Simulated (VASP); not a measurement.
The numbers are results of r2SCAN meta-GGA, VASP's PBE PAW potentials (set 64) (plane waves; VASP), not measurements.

VASP ran on this input.

POSCAR:
```
Os
1
    2.5067870000     0.0000000000     0.0000000000
    0.0000000000     2.5067870000     0.0000000000
    0.0000000000     0.0000000000     2.5067870000
Os
1
Direct
  0.0000000000   0.0000000000   0.0000000000
```

**INCAR**
```
! general
SYSTEM =Os
PREC   =Accurate
ENCUT  =400
LREAL  =.False.
LASPH  =.True.

! electronic loop
EDIFF  =1E-6
NELM   =100
ALGO   =Normal
LMAXMIX=6
LMIXTAU=.True.

! smearing
ISMEAR =1
SIGMA  =0.1

! functional
METAGGA=R2SCAN

! ions
IBRION =2
NSW    =60
ISIF   =3
EDIFFG =-0.01

! output
LWAVE  =.False.
LCHARG =.False.
```

KPOINTS:
```
kpoints
0
G
  13 13 13
```

POTCAR, in this order: Os (PBE.64 set). Program: vasp_std.

Output

### OUTCAR
```
 ion  position               nearest neighbor table
   1  0.000  0.000  0.000-
  LATTYP: Found a simple cubic cell.
 ALAT       =     2.5067870000
 Subroutine PRICEL returns:
 Original cell was already a primitive cell.
 Subroutine GETGRP returns: Found 48 space group operations
The static configuration has the point symmetry O_h .
The dynamic configuration has the point symmetry O_h .
 Subroutine INISYM returns: Found 48 space group operations
 Subroutine IBZKPT returns following result:
 Found     84 irreducible k-points:

 Following reciprocal coordinates:
            Coordinates               Weight
  0.000000  0.000000  0.000000      1.000000
  0.076923  0.000000  0.000000      6.000000
  0.153846  0.000000  0.000000      6.000000
  0.230769  0.000000  0.000000      6.000000
  0.307692  0.000000  0.000000      6.000000
  0.384615  0.000000  0.000000      6.000000
  0.461538  0.000000  0.000000      6.000000
  0.076923  0.076923  0.000000     12.000000
  0.153846  0.076923  0.000000     24.000000
  0.230769  0.076923  0.000000     24.000000
  0.307692  0.076923  0.000000     24.000000
  0.384615  0.076923  0.000000     24.000000
  0.461538  0.076923  0.000000     24.000000
  0.153846  0.153846  0.000000     12.000000
  0.230769  0.153846  0.000000     24.000000
  0.307692  0.153846  0.000000     24.000000
  0.384615  0.153846  0.000000     24.000000
  0.461538  0.153846  0.000000     24.000000
  0.230769  0.230769  0.000000     12.000000
  0.307692  0.230769  0.000000     24.000000
  0.384615  0.230769  0.000000     24.000000
  0.461538  0.230769  0.000000     24.000000
  0.307692  0.307692  0.000000     12.000000
  0.384615  0.307692  0.000000     24.000000
  0.461538  0.307692  0.000000     24.000000
...
```

**OSZICAR**
```
       N       E                     dE             d eps       ncg     rms          rms(c)
DAV:   1    -0.210632136260E+02   -0.21063E+02   -0.38363E+03  1560   0.761E+02
DAV:   2    -0.521002838925E+02   -0.31037E+02   -0.30124E+02  1392   0.199E+02
DAV:   3    -0.527410847110E+02   -0.64080E+00   -0.62996E+00  1704   0.263E+01
DAV:   4    -0.527424285933E+02   -0.13439E-02   -0.13436E-02  1904   0.138E+00
DAV:   5    -0.527424294043E+02   -0.81104E-06   -0.81138E-06  1760   0.190E-02    0.135E+01
DAV:   6    -0.511039189273E+02    0.16385E+01   -0.10347E+00  1712   0.676E+00    0.643E+00
DAV:   7    -0.512747685017E+02   -0.17085E+00   -0.14243E-01  1344   0.404E+00    0.214E+00
DAV:   8    -0.513293582127E+02   -0.54590E-01   -0.15532E-01  1592   0.306E+00    0.334E-01
DAV:   9    -0.513800186723E+02   -0.50660E-01   -0.14164E-02  1520   0.106E+00    0.101E-01
DAV:  10    -0.513974058691E+02   -0.17387E-01   -0.34274E-03  1456   0.392E-01    0.520E-02
DAV:  11    -0.513989615779E+02   -0.15557E-02   -0.23940E-03  1480   0.382E-01    0.460E-02
DAV:  12    -0.513986480129E+02    0.31356E-03   -0.18637E-04  1672   0.121E-01    0.241E-02
DAV:  13    -0.513994736864E+02   -0.82567E-03   -0.42059E-04  1504   0.142E-01    0.125E-02
DAV:  14    -0.513995661983E+02   -0.92512E-04   -0.11832E-04  1656   0.911E-02    0.769E-03
DAV:  15    -0.513995693303E+02   -0.31320E-05   -0.22826E-06  1576   0.142E-02    0.640E-03
DAV:  16    -0.513995693147E+02    0.15636E-07   -0.26750E-07   832   0.746E-03
   1 F= -.51399569E+02 E0= -.51399481E+02  d E =-.513996E+02
       N       E                     dE             d eps       ncg     rms          rms(c)
DAV:   1    -0.520082543480E+02   -0.60869E+00   -0.27972E+01  1440   0.439E+01    0.849E+00
DAV:   2    -0.511470489466E+02    0.86121E+00   -0.32082E+00  1592   0.149E+01    0.331E+00
DAV:   3    -0.511235884741E+02    0.23460E-01   -0.20079E-01  1352   0.452E+00    0.123E+00
DAV:   4    -0.511406089578E+02   -0.17020E-01   -0.25343E-01  1632   0.344E+00    0.724E-01
DAV:   5    -0.511544355969E+02   -0.13827E-01   -0.80862E-02  1400   0.236E+00    0.315E-01
DAV:   6    -0.511637057548E+02   -0.92702E-02   -0.97363E-03  1480   0.875E-01    0.683E-02
DAV:   7    -0.511627807072E+02    0.92505E-03   -0.12707E-03  1408   0.320E-01    0.116E-01
DAV:   8    -0.511638541454E+02   -0.10734E-02   -0.17694E-03  1520   0.368E-01    0.208E-02
DAV:   9    -0.511638704137E+02   -0.16268E-04   -0.24221E-05  1408   0.569E-02    0.394E-03
DAV:  10    -0.511638765791E+02   -0.61654E-05   -0.45705E-06  1520   0.194E-02    0.162E-03
DAV:  11    -0.511638760856E+02    0.49343E-06   -0.18113E-07   704   0.467E-03
   2 F= -.51163876E+02 E0= -.51163624E+02  d E =0.235693E+00
       N       E                     dE             d eps       ncg     rms          rms(c)
DAV:   1    -0.519234327101E+02   -0.75956E+00   -0.16668E+01  1440   0.377E+01    0.832E+00
DAV:   2    -0.514290313276E+02    0.49440E+00   -0.12876E+00  1592   0.979E+00    0.205E+00
DAV:   3    -0.514106085230E+02    0.18423E-01   -0.13360E-01  1360   0.390E+00    0.397E-01
DAV:   4    -0.514164703030E+02   -0.58618E-02   -0.79782E-02  1832   0.206E+00    0.588E-01
DAV:   5    -0.514214853884E+02   -0.50151E-02   -0.14519E-02  1480   0.101E+00    0.873E-02
DAV:   6    -0.514225600944E+02   -0.10747E-02   -0.41288E-03  1576   0.626E-01    0.818E-02
DAV:   7    -0.514232213795E+02   -0.66129E-03   -0.69306E-04  1344   0.265E-01    0.304E-02
DAV:   8    -0.514232816764E+02   -0.60297E-04   -0.13037E-04  1512   0.113E-01    0.659E-03
DAV:   9    -0.514232871503E+02   -0.54739E-05   -0.44057E-06  1432   0.238E-02    0.290E-03
DAV:  10    -0.514232892051E+02   -0.20548E-05   -0.13578E-06  1360   0.122E-02    0.909E-04
DAV:  11    -0.514232893687E+02   -0.16361E-06   -0.71708E-08   672   0.253E-03
   3 F= -.51423289E+02 E0= -.51423093E+02  d E =-.237201E-01
       N       E                     dE             d eps       ncg     rms          rms(c)
DAV:   1    -0.514234949303E+02   -0.20573E-03   -0.43408E-03  1424   0.581E-01    0.140E-01
DAV:   2    -0.514233754493E+02    0.11948E-03   -0.36735E-04  1520   0.165E-01    0.424E-02
DAV:   3    -0.514233733242E+02    0.21251E-05   -0.38908E-05  1368   0.666E-02    0.104E-02
DAV:   4    -0.514233785166E+02   -0.51924E-05   -0.13767E-05  1752   0.262E-02    0.479E-03
DAV:   5    -0.514233782894E+02    0.22724E-06   -0.14442E-06  1008   0.115E-02
   4 F= -.51423378E+02 E0= -.51423186E+02  d E =-.238090E-01
```

**OUTCAR**
```
------------------------ aborting loop because EDIFF is reached ----------------------------------------
  FORCE on cell =-STRESS in cart. coord.  units (eV):
  Direction    XX          YY          ZZ          XY          YZ          ZX
  --------------------------------------------------------------------------------------
  Total       -0.0038296     -0.0038296     -0.0038296     -0.0000000      0.0000000      0.0000000
  in kB       -0.3746802     -0.3746802     -0.3746802     -0.0000000      0.0000000      0.0000000
  external PRESSURE =      -0.3746802 kB  Pullay stress =       0.0000000 kB
  volume of cell :       16.38
      direct lattice vectors                 reciprocal lattice vectors
     2.539417718 -0.000000000  0.000000000     0.393791062 -0.000000000  0.000000000
     0.000000000  2.539417718  0.000000000     0.000000000  0.393791062  0.000000000
    -0.000000000  0.000000000  2.539417718    -0.000000000 -0.000000000  0.393791062
 POSITION                                       TOTAL-FORCE (eV/Angst)
 -----------------------------------------------------------------------------------
      0.00000      0.00000      0.00000         0.000000      0.000000      0.000000
 -----------------------------------------------------------------------------------
    total drift:                               -0.000000     -0.000000      0.000000
  FREE ENERGIE OF THE ION-ELECTRON SYSTEM (eV)
  ---------------------------------------------------
  free  energy   TOTEN  =       -51.4233782894 eV

  energy  without entropy=      -51.4228025151  energy(sigma->0) =      -51.42318636

 reached required accuracy - stopping structural energy minimisation
```
(Selected blocks of OUTCAR.)

CONTCAR:
```
Os
   1.00000000000000
     2.5394177177628596   -0.0000000000000000    0.0000000000000000
     0.0000000000000000    2.5394177177628596    0.0000000000000000
    -0.0000000000000000    0.0000000000000000    2.5394177177628596
  Os
     1
Direct
     0.0000000000000000    0.0000000000000000    0.0000000000000000
```

Energy and stress use the plane-wave basis of the starting cell.

The structure was generated: Os was put into the simple-cubic type (Pm-3m), which need not be its known phase. This run relaxes it. Symmetry was kept, so distortions that lower it aren't found.
